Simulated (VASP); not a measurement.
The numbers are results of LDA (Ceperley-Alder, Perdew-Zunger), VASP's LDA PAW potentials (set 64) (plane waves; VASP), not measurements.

VASP input:

File POSCAR:
```
KMgF3
7.7927210
  0.9999999558   0.0000000000   0.0000000000
  0.0000000000   0.9999999558   0.0000000000
  0.0000000000   0.0000000000   0.9999999558
K Mg F
8 8 24
Cartesian
  0.0000000000   0.0000000000   0.0000000000
  0.0000000000   0.0000000000   0.4999999779
  0.0000000000   0.4999999779   0.0000000000
  0.0000000000   0.4999999779   0.4999999779
  0.4999999779   0.0000000000   0.0000000000
  0.4999999779   0.0000000000   0.4999999779
  0.4999999779   0.4999999779   0.0000000000
  0.4999999779   0.4999999779   0.4999999779
  0.2499999889   0.2499999889   0.2499999889
  0.2499999889   0.2499999889   0.7499999668
  0.2499999889   0.7499999668   0.2499999889
  0.2499999889   0.7499999668   0.7499999668
  0.7499999668   0.2499999889   0.2499999889
  0.7499999668   0.2499999889   0.7499999668
  0.7499999668   0.7499999668   0.2499999889
  0.7499999668   0.7499999668   0.7499999668
  0.2499999889   0.0000000000   0.2499999889
  0.2499999889   0.0000000000   0.7499999668
  0.2499999889   0.4999999779   0.2499999889
  0.2499999889   0.4999999779   0.7499999668
  0.7499999668   0.0000000000   0.2499999889
  0.7499999668   0.0000000000   0.7499999668
  0.7499999668   0.4999999779   0.2499999889
  0.7499999668   0.4999999779   0.7499999668
  0.0000000000   0.2499999889   0.2499999889
  0.0000000000   0.2499999889   0.7499999668
  0.0000000000   0.7499999668   0.2499999889
  0.0000000000   0.7499999668   0.7499999668
  0.4999999779   0.2499999889   0.2499999889
  0.4999999779   0.2499999889   0.7499999668
  0.4999999779   0.7499999668   0.2499999889
  0.4999999779   0.7499999668   0.7499999668
  0.2499999889   0.2499999889   0.0000000000
  0.2499999889   0.2499999889   0.4999999779
  0.2499999889   0.7499999668   0.0000000000
  0.2499999889   0.7499999668   0.4999999779
  0.7499999668   0.2499999889   0.0000000000
  0.7499999668   0.2499999889   0.4999999779
  0.7499999668   0.7499999668   0.0000000000
  0.7499999668   0.7499999668   0.4999999779
```

**KPOINTS**
```
Automatic mesh
0
G
2 2 2
0 0 0
```

QPOINTS:
```
k-points along high-symmetry lines
13
Line-mode
Cartesian
  0.000000   0.000000   0.000000 ! GAMMA
  0.000000   0.128325   0.000000 ! X

  0.000000   0.128325   0.000000 ! X
  0.128325   0.128325   0.000000 ! M

  0.128325   0.128325   0.000000 ! M
  0.000000   0.000000   0.000000 ! GAMMA

  0.000000   0.000000   0.000000 ! GAMMA
  0.128325   0.128325   0.128325 ! R

  0.128325   0.128325   0.128325 ! R
  0.000000   0.128325   0.000000 ! X

  0.128325   0.128325   0.128325 ! R
  0.128325   0.128325   0.000000 ! M
```

### INCAR
```
ISIF = 2   # forces and stress, cell fixed
ENCUT = 520   # plane-wave cut-off (eV)
PREC = Accurate
NFREE = 2
LPHON_DISPERSION = .TRUE.
NELM = 100   # most electronic steps
ALGO = Normal
LWAVE = .FALSE.
LCHARG = .FALSE.
SYSTEM = KMgF3
ISMEAR = 0
SIGMA = 0.05
LREAL = .FALSE.   # projection in real space or not
LASPH = .TRUE.   # aspherical one-centre terms
NSW = 1   # most ionic steps
IBRION = 6   # finite differences
POTIM = 0.015   # step
EDIFF = 1E-7   # SCF stop (eV)
```

POTCAR, in this order: K_sv Mg F (LDA.64 set). Program: vasp_std.

The resulting files:

OSZICAR:
```
...
DAV:  15    -0.217050509867E+03   -0.32960E-08   -0.72142E-08   856   0.745E-04
   1 F= -.21705051E+03 E0= -.21705051E+03  d E =-.471031E-12
 Found     4 degrees of freedom:
       N       E                     dE             d eps       ncg     rms          rms(c)
DAV:   1    -0.217049095594E+03    0.14143E-02   -0.46148E-01  1938   0.120E+00    0.951E-02
DAV:   2    -0.217050108956E+03   -0.10134E-02   -0.11315E-02  1976   0.176E-01    0.343E-02
DAV:   3    -0.217050130540E+03   -0.21585E-04   -0.39355E-04  2664   0.295E-02    0.243E-02
DAV:   4    -0.217050127351E+03    0.31891E-05   -0.94455E-06  2096   0.945E-03    0.125E-02
DAV:   5    -0.217050126277E+03    0.10744E-05   -0.43831E-06  2032   0.763E-03    0.357E-03
DAV:   6    -0.217050126288E+03   -0.11103E-07   -0.13614E-06  2240   0.330E-03    0.229E-03
DAV:   7    -0.217050126222E+03    0.66313E-07   -0.18285E-07  1496   0.156E-03
   2 F= -.21705013E+03 E0= -.21705013E+03  d E =-.644084E-12
       N       E                     dE             d eps       ncg     rms          rms(c)
DAV:   1    -0.217046511595E+03    0.36147E-02   -0.14890E+00  1933   0.193E+00    0.178E-01
DAV:   2    -0.217050054905E+03   -0.35433E-02   -0.39377E-02  1975   0.321E-01    0.619E-02
DAV:   3    -0.217050139919E+03   -0.85014E-04   -0.13496E-03  2790   0.514E-02    0.456E-02
DAV:   4    -0.217050129680E+03    0.10239E-04   -0.30522E-05  2184   0.170E-02    0.212E-02
DAV:   5    -0.217050126556E+03    0.31237E-05   -0.13596E-05  2166   0.140E-02    0.710E-03
DAV:   6    -0.217050126464E+03    0.92034E-07   -0.43280E-06  2464   0.704E-03    0.390E-03
DAV:   7    -0.217050126278E+03    0.18634E-06   -0.44220E-07  1816   0.277E-03    0.195E-03
DAV:   8    -0.217050126201E+03    0.77165E-07   -0.21734E-07  1496   0.214E-03
   3 F= -.21705013E+03 E0= -.21705013E+03  d E =-.974855E-12
       N       E                     dE             d eps       ncg     rms          rms(c)
DAV:   1    -0.217047640850E+03    0.24854E-02   -0.46900E-01  1932   0.124E+00    0.674E-02
DAV:   2    -0.217048961303E+03   -0.13205E-02   -0.14385E-02  2000   0.231E-01    0.478E-02
DAV:   3    -0.217048955433E+03    0.58697E-05   -0.38002E-04  2494   0.416E-02    0.296E-02
DAV:   4    -0.217048930844E+03    0.24589E-04   -0.90660E-05  2248   0.328E-02    0.128E-02
DAV:   5    -0.217048925706E+03    0.51382E-05   -0.15636E-05  3046   0.219E-02    0.777E-03
DAV:   6    -0.217048925050E+03    0.65596E-06   -0.98489E-06  2208   0.119E-02    0.281E-03
DAV:   7    -0.217048924961E+03    0.89207E-07   -0.11195E-06  2176   0.355E-03    0.127E-03
DAV:   8    -0.217048924892E+03    0.68845E-07   -0.13484E-07  1376   0.238E-03
   4 F= -.21704892E+03 E0= -.21704892E+03  d E =-.928700E-12
       N       E                     dE             d eps       ncg     rms          rms(c)
DAV:   1    -0.217049079030E+03   -0.15407E-03   -0.44686E-02  1892   0.526E-01    0.746E-02
DAV:   2    -0.217049111332E+03   -0.32301E-04   -0.26788E-03  2136   0.147E-01    0.640E-02
DAV:   3    -0.217049013072E+03    0.98259E-04   -0.13858E-04  2287   0.434E-02    0.387E-02
DAV:   4    -0.217048938425E+03    0.74648E-04   -0.28578E-04  2240   0.704E-02    0.287E-02
DAV:   5    -0.217048925776E+03    0.12648E-04   -0.81163E-05  2255   0.343E-02    0.122E-02
DAV:   6    -0.217048927504E+03   -0.17276E-05   -0.52069E-05  2136   0.216E-02    0.127E-02
DAV:   7    -0.217048925393E+03    0.21103E-05   -0.65430E-06  2166   0.925E-03    0.636E-03
DAV:   8    -0.217048924899E+03    0.49452E-06   -0.45340E-06  2047   0.685E-03    0.151E-03
DAV:   9    -0.217048924932E+03   -0.33073E-07   -0.50884E-07  1872   0.179E-03
   5 F= -.21704892E+03 E0= -.21704892E+03  d E =-.101687E-11
       N       E                     dE             d eps       ncg     rms          rms(c)
DAV:   1    -0.217047804181E+03    0.11207E-02   -0.17130E+00  2462   0.320E+00    0.120E-01
DAV:   2    -0.217050307987E+03   -0.25038E-02   -0.26569E-02  2774   0.357E-01    0.734E-02
DAV:   3    -0.217050224096E+03    0.83891E-04   -0.22444E-04  3488   0.415E-02    0.504E-02
DAV:   4    -0.217050135138E+03    0.88958E-04   -0.22509E-04  2848   0.560E-02    0.824E-03
DAV:   5    -0.217050139509E+03   -0.43713E-05   -0.61858E-05  2840   0.190E-02    0.762E-03
DAV:   6    -0.217050138368E+03    0.11417E-05   -0.56556E-06  3112   0.984E-03    0.386E-03
DAV:   7    -0.217050138096E+03    0.27123E-06   -0.12298E-06  2696   0.409E-03    0.250E-03
DAV:   8    -0.217050137790E+03    0.30637E-06   -0.10219E-06  2656   0.479E-03    0.121E-03
DAV:   9    -0.217050137731E+03    0.58739E-07   -0.30727E-07  2528   0.237E-03
   6 F= -.21705014E+03 E0= -.21705014E+03  d E =-.187113E-11
       N       E                     dE             d eps       ncg     rms          rms(c)
DAV:   1    -0.217044370998E+03    0.57668E-02   -0.50894E+00  2453   0.566E+00    0.171E-01
DAV:   2    -0.217050708050E+03   -0.63371E-02   -0.68817E-02  2758   0.556E-01    0.116E-01
DAV:   3    -0.217050417095E+03    0.29096E-03   -0.67559E-04  3599   0.793E-02    0.787E-02
DAV:   4    -0.217050125244E+03    0.29185E-03   -0.77927E-04  3016   0.113E-01    0.163E-02
DAV:   5    -0.217050141943E+03   -0.16699E-04   -0.22135E-04  2871   0.375E-02    0.157E-02
DAV:   6    -0.217050139117E+03    0.28265E-05   -0.27960E-05  2976   0.178E-02    0.788E-03
DAV:   7    -0.217050138246E+03    0.87059E-06   -0.34010E-06  3239   0.776E-03    0.479E-03
DAV:   8    -0.217050137714E+03    0.53165E-06   -0.26050E-06  2568   0.802E-03    0.149E-03
DAV:   9    -0.217050137717E+03   -0.22119E-08   -0.54973E-07  2776   0.273E-03
   7 F= -.21705014E+03 E0= -.21705014E+03  d E =-.855688E-12
       N       E                     dE             d eps       ncg     rms          rms(c)
DAV:   1    -0.217045420310E+03    0.47174E-02   -0.33969E+00  1856   0.454E+00    0.104E-01
DAV:   2    -0.217049269597E+03   -0.38493E-02   -0.41740E-02  2048   0.479E-01    0.727E-02
DAV:   3    -0.217049071445E+03    0.19815E-03   -0.38972E-04  2496   0.651E-02    0.454E-02
DAV:   4    -0.217048901888E+03    0.16956E-03   -0.41859E-04  2087   0.817E-02    0.104E-02
DAV:   5    -0.217048905189E+03   -0.33001E-05   -0.11264E-04  2136   0.296E-02    0.102E-02
DAV:   6    -0.217048900392E+03    0.47963E-05   -0.13161E-05  2294   0.143E-02    0.485E-03
DAV:   7    -0.217048899502E+03    0.89012E-06   -0.24152E-06  2456   0.649E-03    0.305E-03
DAV:   8    -0.217048898105E+03    0.13974E-05   -0.21161E-06  1976   0.920E-03    0.128E-03
DAV:   9    -0.217048897986E+03    0.11865E-06   -0.90668E-07  2136   0.344E-03    0.106E-03
DAV:  10    -0.217048897767E+03    0.21909E-06   -0.85313E-07  1792   0.585E-03    0.161E-03
DAV:  11    -0.217048897692E+03    0.74946E-07   -0.35181E-07  1904   0.301E-03
   8 F= -.21704890E+03 E0= -.21704890E+03  d E =-.182421E-11
       N       E                     dE             d eps       ncg     rms          rms(c)
DAV:   1    -0.217042186988E+03    0.67108E-02   -0.59890E+00  1838   0.559E+00    0.187E-01
DAV:   2    -0.217049879831E+03   -0.76928E-02   -0.85565E-02  2040   0.554E-01    0.131E-01
DAV:   3    -0.217049350276E+03    0.52956E-03   -0.66575E-04  2240   0.844E-02    0.879E-02
DAV:   4    -0.217048879715E+03    0.47056E-03   -0.14003E-03  2007   0.136E-01    0.206E-02
DAV:   5    -0.217048905174E+03   -0.25459E-04   -0.34870E-04  2136   0.455E-02    0.195E-02
DAV:   6    -0.217048900360E+03    0.48140E-05   -0.53010E-05  2023   0.229E-02    0.100E-02
DAV:   7    -0.217048898705E+03    0.16552E-05   -0.54028E-06  2288   0.971E-03    0.616E-03
DAV:   8    -0.217048897680E+03    0.10248E-05   -0.43716E-06  1959   0.953E-03    0.185E-03
DAV:   9    -0.217048897732E+03   -0.51154E-07   -0.11631E-06  1952   0.331E-03    0.179E-03
DAV:  10    -0.217048897685E+03    0.46195E-07   -0.27791E-07  1648   0.203E-03
   9 F= -.21704890E+03 E0= -.21704890E+03  d E =-.291337E-11
```

**OUTCAR**
```
------------------------ aborting loop because EDIFF is reached ----------------------------------------
  FORCE on cell =-STRESS in cart. coord.  units (eV):
  Direction    XX          YY          ZZ          XY          YZ          ZX
  --------------------------------------------------------------------------------------
  Total       -0.1430443     -0.1285534     -0.1430443     -0.0000000      0.0000000     -0.0000000
  in kB       -0.4842994     -0.4352379     -0.4842994     -0.0000000      0.0000000     -0.0000000
  external PRESSURE =      -0.4679456 kB  Pullay stress =       0.0000000 kB
  volume of cell :      473.22
      direct lattice vectors                 reciprocal lattice vectors
     7.792720655  0.000000000  0.000000000     0.128324887  0.000000000  0.000000000
     0.000000000  7.792720655  0.000000000     0.000000000  0.128324887  0.000000000
     0.000000000  0.000000000  7.792720655     0.000000000  0.000000000  0.128324887
 POSITION                                       TOTAL-FORCE (eV/Angst)
 -----------------------------------------------------------------------------------
      0.00000      0.00000      0.00000        -0.000001     -0.005109     -0.000001
      0.00000      0.00000      3.89636        -0.000001     -0.005109      0.000001
      0.00000      3.89636      0.00000         0.000007      0.003547      0.000007
      0.00000      3.89636      3.89636         0.000007      0.003547     -0.000007
      3.89636      0.00000      0.00000         0.000001     -0.005109     -0.000001
      3.89636      0.00000      3.89636         0.000001     -0.005109      0.000001
      3.89636      3.89636      0.00000        -0.000007      0.003547      0.000007
      3.89636      3.89636      3.89636        -0.000007      0.003547     -0.000007
      1.94818      1.94818      1.94818         0.000000     -0.061310      0.000000
      1.94818      1.94818      5.84454         0.000000     -0.000108      0.000000
      1.94818      5.84454      1.94818         0.000000     -0.069954      0.000000
      1.94818      5.84454      5.84454         0.000000     -0.000151      0.000000
      5.84454      1.94818      1.94818         0.000000     -0.000108      0.000000
      5.84454      1.94818      5.84454         0.000000      0.000023      0.000000
      5.84454      5.84454      1.94818         0.000000     -0.000151      0.000000
      5.84454      5.84454      5.84454         0.000000     -0.000008      0.000000
      1.94818     -0.01500      1.94818         0.000000      0.214300      0.000000
      1.94818      0.00000      5.84454         0.000000      0.003351      0.000000
      1.94818      3.89636      1.94818         0.000000     -0.009450      0.000000
      1.94818      3.89636      5.84454         0.000000     -0.003959      0.000000
      5.84454      0.00000      1.94818         0.000000      0.003351      0.000000
      5.84454      0.00000      5.84454         0.000000      0.001139      0.000000
      5.84454      3.89636      1.94818         0.000000     -0.003959      0.000000
      5.84454      3.89636      5.84454         0.000000     -0.001140      0.000000
      0.00000      1.94818      1.94818         0.012655     -0.008223      0.000000
      0.00000      1.94818      5.84454         0.001166      0.000061      0.000000
      0.00000      5.84454      1.94818        -0.012898     -0.008323      0.000000
      0.00000      5.84454      5.84454        -0.001179      0.000081      0.000000
      3.89636      1.94818      1.94818        -0.012655     -0.008223      0.000000
      3.89636      1.94818      5.84454        -0.001166      0.000061      0.000000
      3.89636      5.84454      1.94818         0.012898     -0.008323      0.000000
      3.89636      5.84454      5.84454         0.001179      0.000081      0.000000
      1.94818      1.94818      0.00000         0.000000     -0.008223      0.012655
      1.94818      1.94818      3.89636         0.000000     -0.008223     -0.012655
      1.94818      5.84454      0.00000         0.000000     -0.008323     -0.012898
      1.94818      5.84454      3.89636         0.000000     -0.008323      0.012898
      5.84454      1.94818      0.00000         0.000000      0.000061      0.001166
      5.84454      1.94818      3.89636         0.000000      0.000061     -0.001166
      5.84454      5.84454      0.00000         0.000000      0.000081     -0.001179
      5.84454      5.84454      3.89636         0.000000      0.000081      0.001179
 -----------------------------------------------------------------------------------
    total drift:                                0.000000     -0.000628      0.000000
  FREE ENERGIE OF THE ION-ELECTRON SYSTEM (eV)
  ---------------------------------------------------
  free  energy   TOTEN  =      -217.0488976854 eV

  energy  without entropy=     -217.0488976854  energy(sigma->0) =     -217.04889769
```
(Selected blocks of OUTCAR.)

The cell is a supercell, built from KMgF3 (cubic perovskite).
